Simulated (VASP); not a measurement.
MnPt:

```
Mn Pt
1.0
     2.83000    0.00000    0.00000
     0.00000    2.83000    0.00000
     0.00000    0.00000    3.66000
Mn Pt
1 1
Direct
  0.00000 0.00000 0.00000
  0.50000 0.50000 0.50000
```

| Item | Value |
| --- | --- |
| Program | VASP 6.6.1 |
| Task | relaxation of cell and atoms |
| Functional | LDA |
| Potentials or basis | VASP PAW LDA potentials, release 64 (Mn_pv, Pt) |
| Cutoff | 600 eV |
| k mesh | 14 × 14 × 10 |
| Occupations | methfessel-paxton, width 0.1 eV |
| Spin | collinear spin, ferromagnetic start |
| Starting moments | [4.0, 0.0] μB |

At the start: pressure -11.4 GPa; volume 14.66 Å³/atom.

Task: Where does the relaxation end?

Result: Over 21 steps the energy falls by 87.3 meV/atom and the volume is 12.76 Å³/atom (-13.0 %); space group P4/mmm (No. 123, to 0.05 Å); moment 1.81 μB per cell.

Step by step:
```
step  energy change (eV)  largest force (eV/Å)  pressure (GPa)  volume (Å³)
   1              0.0000                0.0000          -11.39        29.31
   2             -0.0635                0.0000            6.97        25.11
   3             -0.0878                0.0000            1.60        26.64
   4             -0.0897                0.0000           -0.17        26.97
   5             -0.0936                0.0000           -0.42        26.87
   6             -0.1303                0.0000           -8.27        26.54
   7             -0.1619                0.0000           -3.21        25.83
   8             -0.1666                0.0000           -3.96        26.04
   9             -0.1673                0.0000           -3.59        25.97
  10             -0.1679                0.0000           -3.19        25.86
  11             -0.1689                0.0000           -2.93        25.83
  12             -0.1716                0.0000           -2.12        25.72
  13             -0.1743                0.0000           -0.10        25.50
  14             -0.1743                0.0000            0.46        25.45
  15             -0.1743                0.0000            0.39        25.46
  16             -0.1744                0.0000            0.31        25.47
  17             -0.1746                0.0000            0.05        25.50
  18             -0.1746                0.0000           -0.07        25.51
  19             -0.1746                0.0000           -0.11        25.51
  20             -0.1746                0.0000           -0.12        25.51
  21             -0.1746                0.0000           -0.09        25.51
```

Final structure:
```
CELL_PARAMETERS angstrom
2.63201 0.00000 0.00000
0.00000 2.63201 0.00000
0.00000 0.00000 3.68256
ATOMIC_POSITIONS crystal
Mn 0.00000 0.00000 0.00000
Pt 0.50000 0.50000 0.50000
```

Caveat: the volume moved by -13 % from the deposited cell, more than functionals usually miss.
